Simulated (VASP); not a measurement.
An input for Ansatz (written as the equivalent of a VASP run, and not itself run):

Ansatz 0.2 input:
```yaml
crystal:
  lattice:
    - [2.2693820, -3.9306851, 0.0000000]
    - [2.2693820, 3.9306851, 0.0000000]
    - [0.0000000, 0.0000000, 7.0320760]
  atoms:
    - { symbol: Pb, position: [0.0000000, 0.0000000, 0.0000000] }
    - { symbol: I, position: [0.3333330, 0.6666670, 0.2655666] }
    - { symbol: I, position: [0.6666670, 0.3333330, 0.7344334] }
kpoints:
  mp_grid: { grid: [6, 6, 3] }
hamiltonian:
  xc: pbesol
  pseudopotentials: { kind: paw }
scf:
  occupations: { method: gaussian, width: 0.05 }
  max_iter: 100
relax:
  max_steps: 40
  f_tol: 0.02
  cell: {}
output: { forces: true, stress: true, eigenvalues: true }
```

Problem. Translate this input to VASP (INCAR, KPOINTS, POSCAR, choice of POTCAR).

Solution. One answer among several that fit: 
POSCAR:
```
PbI2
1
    2.2693819954    -3.9306850743     0.0000000000
    2.2693819954     3.9306850743     0.0000000000
    0.0000000000     0.0000000000     7.0320760500
Pb I
1 2
Direct
  0.0000000000   0.0000000000   0.0000000000
  0.3333330000   0.6666670000   0.2655665747
  0.6666670000   0.3333330000   0.7344334253
```

**INCAR**
```
# general
SYSTEM   =  PbI2
PREC     =  Accurate
ENCUT    =  500
LREAL    =  .FALSE.
LASPH    =  .TRUE.

# electronic loop
EDIFF    =  1E-6
NELM     =  100
ALGO     =  Normal
LMAXMIX  =  4

# smearing
ISMEAR   =  0
SIGMA    =  0.05

# functional
GGA      =  PS

# ions
IBRION   =  2
NSW      =  40
ISIF     =  3
EDIFFG   =  -0.02

# output
LWAVE    =  .FALSE.
LCHARG   =  .FALSE.
```

**KPOINTS**
```
Automatic mesh
0
Gamma
6 6 3
0 0 0
```

POTCAR, in this order: Pb_d I (PBE.64 set). Program: vasp_std.

What does not carry over: each code has its own PAW files, so the cut-off isn't converted (ENCUT is set for VASP's; basis.ecutwfc is left out, and Ansatz then takes the one that its files recommend); Ansatz stops its SCF on the density residual and VASP on the energy change (EDIFF).

The compound is PbI2 in the 1T layered structure. It was relaxed first.
